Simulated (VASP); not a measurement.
# Na2ZrS2 (I4/mmm) in VASP: notebook

Aim: see how the results for Na2ZrS2 move with the level of theory and the settings. Levels: AM05, LDA, PBE, PBEsol. Tasks: band structure.

All numbers are computed with VASP 6.6.1; they aren't measurements. Logs are shortened: lines on timing, memory, paths and dates and some standing lists are left out, and cuts for length are marked.

### 1 The structure

It takes space group I4/mmm (No. 139, tetragonal). The conventional cell has a = 4.952 Å, b = 4.952 Å, c = 8.081 Å, α = 90.00°, β = 90.00°, γ = 90.00°. Na (site symmetry 4mm) is surrounded by 1 Na at 2.31 Å and 4 S at 2.62 Å. Zr (site symmetry 4/mmm) is surrounded by 2 Na at 2.88 Å and 8 S at 3.20 Å. Around S (site symmetry -4m2) lie 4 Na at 2.62 Å.

The cell was built by a generator and needn't be a form met in nature.

### 2 Band structure, AM05

The input, POSCAR:

```
Na2ZrS2
1.0
   -2.4761800000      2.4761800000      4.0403500000
    2.4761800000     -2.4761800000      4.0403500000
    2.4761800000      2.4761800000     -4.0403500000
Na Zr S
2 1 2
Direct
    0.3567700000      0.3567700000      0.0000000000
    0.6432300000      0.6432300000      0.0000000000
    0.0000000000      0.0000000000      0.0000000000
    0.7500000000      0.2500000000      0.5000000000
    0.2500000000      0.7500000000      0.5000000000
```

The input, INCAR.step1:

```
SYSTEM = Na2ZrS2
ALGO = Fast ; EDIFF = 1E-7
ENCUT = 520 ; GGA = AM
ISIF = 2 ; ISMEAR = -1
LASPH = .TRUE. ; LCHARG = .TRUE.
LMAXMIX = 4 ; LREAL = .FALSE.
LWAVE = .FALSE. ; NELM = 80
PREC = Accurate ; SIGMA = 0.05
```

The input, KPOINTS.step1:

```
k-points
0
G
  6 6 6
  0 0 0
```

The input, INCAR.step2:

```
SYSTEM = Na2ZrS2
ALGO = Fast ; EDIFF = 1E-7
ENCUT = 520 ; GGA = AM
ICHARG = 11 ; ISIF = 2
ISMEAR = 0 ; LASPH = .TRUE.
LCHARG = .FALSE. ; LMAXMIX = 4
LREAL = .FALSE. ; LWAVE = .FALSE.
NELM = 80 ; PREC = Accurate
SIGMA = 0.05
```

The input, KPOINTS.step2:

```
path GXYSGZS1NPY1Z,XP
15
line-mode
reciprocal
 0.0000000000  0.0000000000  0.0000000000  G
 0.0000000000  0.0000000000  0.5000000000  X

 0.0000000000  0.0000000000  0.5000000000  X
-0.1878003734  0.1878003734  0.5000000000  Y

-0.1878003734  0.1878003734  0.5000000000  Y
-0.3439001867  0.3439001867  0.3439001867  S

-0.3439001867  0.3439001867  0.3439001867  S
 0.0000000000  0.0000000000  0.0000000000  G

 0.0000000000  0.0000000000  0.0000000000  G
 0.5000000000  0.5000000000 -0.5000000000  Z

 0.5000000000  0.5000000000 -0.5000000000  Z
 0.3439001867  0.6560998133 -0.3439001867  S1

 0.3439001867  0.6560998133 -0.3439001867  S1
 0.0000000000  0.5000000000  0.0000000000  N

 0.0000000000  0.5000000000  0.0000000000  N
 0.2500000000  0.2500000000  0.2500000000  P

 0.2500000000  0.2500000000  0.2500000000  P
 0.5000000000  0.5000000000 -0.1878003734  Y1

 0.5000000000  0.5000000000 -0.1878003734  Y1
 0.5000000000  0.5000000000 -0.5000000000  Z

 0.0000000000  0.0000000000  0.5000000000  X
 0.2500000000  0.2500000000  0.2500000000  P
```

Potentials or basis: VASP PAW PBE potentials, release 64 (Na_pv, Zr_sv, S).

Launch:

```console
$ cat potpaw_PBE.64/Na_pv/POTCAR potpaw_PBE.64/Zr_sv/POTCAR potpaw_PBE.64/S/POTCAR > POTCAR
$ cp INCAR.step1 INCAR
$ cp KPOINTS.step1 KPOINTS
$ mpirun -np 1 vasp_std > vasp.out
$ cp INCAR.step2 INCAR
$ cp KPOINTS.step2 KPOINTS
$ mpirun -np 1 vasp_std > vasp.out
```

OUTCAR:

```text
SYSTEM = Na2ZrS2
   EDIFF = 1E-7
   ENCUT = 520
   GGA = AM
   ICHARG = 11
   ISIF = 2
   ISMEAR = 0
   LASPH = .TRUE.
   LREAL = .FALSE.
   NELM = 80
   PREC = Accurate

 ion  position               nearest neighbor table
   1  0.357  0.357  0.000-   2 2.31   5 2.62   4 2.62   4 2.62   5 2.62   3 2.88
   2  0.643  0.643  0.000-   1 2.31   4 2.62   5 2.62   4 2.62   5 2.62   3 2.88
   3  0.000  0.000  0.000-   1 2.88   2 2.88   4 3.20   5 3.20   4 3.20   5 3.20   4 3.20   5 3.20
                             4 3.20   5 3.20
   4  0.750  0.250  0.500-   1 2.62   2 2.62   1 2.62   2 2.62   3 3.20   3 3.20   3 3.20   3 3.20

   5  0.250  0.750  0.500-   1 2.62   2 2.62   1 2.62   2 2.62   3 3.20   3 3.20   3 3.20   3 3.20

  LATTYP: Found a body centered tetragonal cell.
 ALAT       =     4.9523600000
 C/A-ratio  =     1.6316867110

  Lattice vectors:

 A1 = (  -2.4761800000,   2.4761800000,   4.0403500000)
 A2 = (   2.4761800000,  -2.4761800000,   4.0403500000)
 A3 = (   2.4761800000,   2.4761800000,  -4.0403500000)

Analysis of symmetry for initial positions (statically):
=====================================================================
 Subroutine PRICEL returns:
 Original cell was already a primitive cell.

 Routine SETGRP: Setting up the symmetry group for a
 body centered tetragonal supercell.

 Subroutine GETGRP returns: Found 16 space group operations
 (whereof 16 operations were pure point group operations)
 out of a pool of 16 trial point group operations.

The static configuration has the point symmetry D_4h.

Analysis of symmetry for dynamics (positions and initial velocities):
=====================================================================
 Subroutine PRICEL returns:
 Original cell was already a primitive cell.

 Routine SETGRP: Setting up the symmetry group for a
 body centered tetragonal supercell.

 Subroutine GETGRP returns: Found 16 space group operations
 (whereof 16 operations were pure point group operations)
 out of a pool of 16 trial point group operations.

The dynamic configuration has the point symmetry D_4h.

 Subroutine INISYM returns: Found 16 space group operations
 (whereof 16 operations are pure point group operations),
 and found     1 'primitive' translations

----------------------------------------------------------------------------------------

                                     Primitive cell

  volume of cell :      99.0931

  direct lattice vectors                    reciprocal lattice vectors
    -2.476180000  2.476180000  4.040350000     0.000000000  0.201923931  0.123751655
     2.476180000 -2.476180000  4.040350000     0.201923931  0.000000000  0.123751655
     2.476180000  2.476180000 -4.040350000     0.201923931  0.201923931  0.000000000

  length of vectors
     5.346715151  5.346715151  5.346715151     0.236828516  0.236828516  0.285563562

  position of ions in fractional coordinates (direct lattice)
     0.356770000  0.356770000  0.000000000
     0.643230000  0.643230000  0.000000000
     0.000000000  0.000000000  0.000000000
     0.750000000  0.250000000  0.500000000
     0.250000000  0.750000000  0.500000000

  ion indices of the primitive-cell ions
   primitive index   ion index
                 1           1
                 2           2
                 3           3
                 4           4
                 5           5

----------------------------------------------------------------------------------------

 KPOINTS: path GXYSGZS1NPY1Z,XP

Interpolating k-points between supplied coordinates.

 Line segments in fractional coordinates (reciprocal lattice):
    0.000000  0.000000  0.000000  ...  0.000000  0.000000  0.500000
    0.000000  0.000000  0.500000  ... -0.187800  0.187800  0.500000
   -0.187800  0.187800  0.500000  ... -0.343900  0.343900  0.343900
   -0.343900  0.343900  0.343900  ...  0.000000  0.000000  0.000000
    0.000000  0.000000  0.000000  ...  0.500000  0.500000 -0.500000
    0.500000  0.500000 -0.500000  ...  0.343900  0.656100 -0.343900
    0.343900  0.656100 -0.343900  ...  0.000000  0.500000  0.000000
    0.000000  0.500000  0.000000  ...  0.250000  0.250000  0.250000
    0.250000  0.250000  0.250000  ...  0.500000  0.500000 -0.187800
    0.500000  0.500000 -0.187800  ...  0.500000  0.500000 -0.500000
    0.000000  0.000000  0.500000  ...  0.250000  0.250000  0.250000

 Generated    15 points on each line segment, for a total of    165 k-points:

 Following reciprocal coordinates:
            Coordinates               Weight
  0.000000  0.000000  0.000000      0.006061
  0.000000  0.000000  0.035714      0.006061
  0.000000  0.000000  0.071429      0.006061
  0.000000  0.000000  0.107143      0.006061
  0.000000  0.000000  0.142857      0.006061
  0.000000  0.000000  0.178571      0.006061
[... 16 lines left out ...]
 -0.093900  0.093900  0.500000      0.006061
 -0.107314  0.107314  0.500000      0.006061
 [... further k-points ...]
   k-points           NKPTS =    165   k-points in BZ     NKDIM =    165   number of bands    NBANDS=     23
   number of dos      NEDOS =    301   number of ions     NIONS =      5
   total plane-waves  NPLWV =  64000
   dimension x,y,z NGX =    40 NGY =   40 NGZ =   40
   dimension x,y,z NGXF=    80 NGYF=   80 NGZF=   80
   ions per type =               2   1   2
   NGX,Y,Z   is equivalent  to a cutoff of  12.44, 12.44, 12.44 a.u.
   NGXF,Y,Z  is equivalent  to a cutoff of  24.87, 24.87, 24.87 a.u.
 SYSTEM =  Na2ZrS2
   PREC   = accura    normal or accurate (medium, high low for compatibility)
   ISTART =      0    job   : 0-new  1-cont  2-samecut
   ICHARG =     11    charge: 1-file 2-atom 10-const
   ISPIN  =      1    spin polarized calculation?
   LNONCOLLINEAR =      F non collinear calculations
   LSORBIT =      F    spin-orbit coupling
   LASPH  =      T    aspherical Exc in radial PAW
   ENCUT  =  520.0 eV  38.22 Ry    6.18 a.u.   9.94  9.94  9.94*2*pi/ulx,y,z
   NELM   =     80;   NELMIN=  2; NELMDL=  0     # of ELM steps
   EDIFF  = 0.1E-06   stopping-criterion for ELM
   LREAL  =      F    real-space projection
   EDIFFG = 0.1E-05   stopping-criterion for IOM
   NSW    =      0    number of steps for IOM
   IBRION =     -1    ionic relax: 0-MD 1-quasi-New 2-CG
   NFREE  =      0    steps in history (QN), initial steepest desc. (CG)
   ISIF   =      2    stress and relaxation
   ISYM   =      2    0-nonsym 1-usesym 2-fastsym
   POTIM  = 0.5000    time-step for ionic-motion
   TEBEG  =    0.0;   TEEND  =   0.0 temperature during run
   PSTRESS=    0.0 pullay stress
   NELECT =      38.0000    total number of electrons
   NUPDOWN=      -1.0000    fix difference up-down
   EMIN   =  10.00;   EMAX   =-10.00  energy-range for DOS
   EFERMI =   0.00;   METHOD = LEGACY
   ISMEAR =     0;   SIGMA  =   0.05  broadening in eV -4-tet -1-fermi 0-gaus
   EFERMI_NEDOS =   21; number of points for ismear=-14 and -15
   IALGO  =     68    algorithm
   IMIX   =      4    mixing-type and parameters
     AMIX     =   0.40;   BMIX     =  1.00
     AMIX_MAG =   1.60;   BMIX_MAG =  1.00
  volume/ion in A,a.u.               =      19.82       133.74
  Fermi-wavevector in a.u.,A,eV,Ry     =   1.189383  2.247607 19.247221  1.414631
  Thomas-Fermi vector in A             =   2.325491
   LORBIT       =      0    0 simple, 1 ext, 2 COOP (PROOUT), +10 PAW based schemes
   GGA     = AM    functional components
   LHFCALC =     F    Hartree Fock is set to
   AEXX    =    0.0000 exact exchange contribution
   IVDW    =     0    specifies the selected vdW correction
   LEPSILON=     F    determine dielectric tensor
   LRPA    =     F    only Hartree local field effects (RPA)
 non-spin polarized calculation
 RMM-DIIS sequential band-by-band and
 Gauss-broadening in eV      SIGMA  =   0.05
  energy-cutoff  :      520.00
  volume of cell :       99.09
 maximum number of plane-waves:      2702

 number of electron      38.0000006 magnetization

 Free energy of the ion-electron system (eV)
  ---------------------------------------------------
  ext. energy  EPLUGINS =         0.00000000
  ---------------------------------------------------
  free energy    TOTEN  =       -20.41545043 eV

  energy without entropy =      -20.41018183  energy(sigma->0) =      -20.41281613

 E-fermi :   5.6150     XC(G=0):  -9.7364

 val. band max:        5.6131490281   @ k =   0.1228   0.5557  -0.1228
 cond. band min:       5.6226940622   @ k =   0.3193   0.6449  -0.3193
 fundamental gap:      0.0095450341
 Fermi energy:         5.6150335589

 k-point     1 :       0.0000    0.0000    0.0000
  band No.  band energies     occupation
      1     -44.7166      2.00000
      2     -22.7781      2.00000
      3     -22.7079      2.00000
      4     -22.7079      2.00000
      5     -19.2315      2.00000
      6     -18.7892      2.00000
[... 15 lines left out ...]
     22       7.5772      0.00000
     23       7.5781      0.00000

 k-point     2 :       0.0000    0.0000    0.0357
  band No.  band energies     occupation
      1     -44.7166      2.00000
      2     -22.7781      2.00000
      3     -22.7080      2.00000
      4     -22.7080      2.00000
      5     -19.2315      2.00000
      6     -18.7895      2.00000
[... 15 lines left out ...]
     22       7.5600      0.00000
     23       7.5760      0.00000

 k-point     3 :       0.0000    0.0000    0.0714
  band No.  band energies     occupation
      1     -44.7166      2.00000
      2     -22.7782      2.00000
      3     -22.7082      2.00000
      4     -22.7081      2.00000
      5     -19.2313      2.00000
      6     -18.7905      2.00000
[... 15 lines left out ...]
     22       7.5174      0.00000
     23       7.6190      0.00000
[... 495 lines left out ...]
 k-point    23 :      -0.0939    0.0939    0.5000
  band No.  band energies     occupation
      1     -44.7164      2.00000
      2     -22.7795      2.00000
      3     -22.7146      2.00000
      4     -22.7114      2.00000
      5     -19.2272      2.00000
      6     -18.8127      2.00000
[... 15 lines left out ...]
     22       6.7104      0.00000
     23       7.2234      0.00000

 k-point    24 :      -0.1073    0.1073    0.5000
  band No.  band energies     occupation
      1     -44.7164      2.00000
      2     -22.7797      2.00000
      3     -22.7144      2.00000
      4     -22.7113      2.00000
      5     -19.2271      2.00000
      6     -18.8124      2.00000
[... 15 lines left out ...]
     22       6.6614      0.00000
     23       7.2180      0.00000

 [... further k-points ...]

------------------------ aborting loop because EDIFF is reached ----------------------------------------

  FORCE on cell =-STRESS in cart. coord.  units (eV):
  Direction    XX          YY          ZZ          XY          YZ          ZX
  --------------------------------------------------------------------------------------
  -------------------------------------------------------------------------------------
  Total       -2.0037268     -2.0037268      0.7677853      0.0000000     -0.0000000     -0.0000000
  in kB      -32.3970662    -32.3970662     12.4138640      0.0000000     -0.0000000     -0.0000000
  external PRESSURE =     -17.4600895 kB  Pullay stress =       0.0000000 kB

 VOLUME and BASIS-vectors are now :
 -----------------------------------------------------------------------------
  energy-cutoff  :      520.00
  volume of cell :       99.09
      direct lattice vectors                 reciprocal lattice vectors
    -2.476180000  2.476180000  4.040350000     0.000000000  0.201923931  0.123751655
     2.476180000 -2.476180000  4.040350000     0.201923931  0.000000000  0.123751655
     2.476180000  2.476180000 -4.040350000     0.201923931  0.201923931  0.000000000

 POSITION                                       TOTAL-FORCE (eV/Angst)
 -----------------------------------------------------------------------------------
      0.00000      0.00000      2.88295        -0.000000     -0.000000     -0.037865
      0.00000      0.00000      5.19775         0.000000      0.000000      0.037865
      0.00000      0.00000      0.00000         0.000000      0.000000      0.000000
     -0.00000      2.47618      2.02018         0.000000      0.000000      0.000000
      2.47618     -0.00000      2.02018         0.000000      0.000000      0.000000
 -----------------------------------------------------------------------------------
    total drift:                                0.000000      0.000000      0.000000

  FREE ENERGIE OF THE ION-ELECTRON SYSTEM (eV)
  ---------------------------------------------------
  free  energy   TOTEN  =       -20.4154504326 eV

  energy  without entropy=      -20.4101818270  energy(sigma->0) =      -20.41281613
```

It took 14 min on 1 thread of AMD EPYC 9R45 (Zen 5), shared host; peak memory 0.46 GiB.

What came out:

| Property | Result |
| --- | --- |
| Band gap along the path | none (metal or under the smearing width) |

Levels at the corners of the path, in eV from the Fermi level:
```
point  band 16  band 17  band 18  band 19  band 20  band 21  band 22  band 23
    Γ    -2.90    -1.80    -1.80    -0.86    -0.03     0.33     1.98     1.98
    X    -2.95    -1.88    -1.36    -0.76     0.36     0.76     1.35     1.64
    X    -2.95    -1.88    -1.36    -0.76     0.36     0.76     1.35     1.64
    Y    -2.79    -2.77    -1.52    -0.24     0.33     0.73     0.80     1.56
    Y    -2.79    -2.77    -1.52    -0.24     0.33     0.73     0.80     1.56
    S    -2.91    -2.70    -2.29     0.00     0.27     0.51     1.08     1.26
    S    -2.91    -2.70    -2.29     0.00     0.27     0.51     1.08     1.26
    Γ    -2.90    -1.80    -1.80    -0.86    -0.03     0.33     1.98     2.00
    Γ    -2.90    -1.80    -1.80    -0.86    -0.03     0.33     1.98     1.98
    Z    -2.18    -2.18    -1.90    -0.63     0.39     0.44     1.08     1.08
    Z    -2.18    -2.18    -1.90    -0.63     0.39     0.44     1.08     1.08
   S1    -2.91    -2.70    -2.29     0.00     0.27     0.51     1.08     1.26
   S1    -2.91    -2.70    -2.29     0.00     0.27     0.51     1.08     1.26
    N    -3.66    -3.31    -3.23    -0.07     0.05     0.75     1.81     1.89
    N    -3.66    -3.31    -3.23    -0.07     0.05     0.75     1.79     1.89
    P    -3.54    -1.82    -1.44    -0.26     0.35     0.95     0.95     1.41
    P    -3.54    -1.82    -1.44    -0.26     0.35     0.95     0.95     1.40
   Y1    -2.79    -2.77    -1.52    -0.24     0.33     0.73     0.80     1.57
   Y1    -2.79    -2.77    -1.52    -0.24     0.33     0.73     0.80     1.56
    Z    -2.18    -2.18    -1.90    -0.63     0.39     0.44     1.08     1.08
    X    -2.95    -1.88    -1.36    -0.76     0.36     0.76     1.35     1.64
    P    -3.54    -1.82    -1.44    -0.26     0.35     0.95     0.95     1.40
```

Caveat: the log is that of the step along the path at fixed density, whose energy, stress, charges and moments have no meaning; the PAW data sets were made with another functional, which shifts forces and pressure a little.

(Continued in part 2 of 2.)
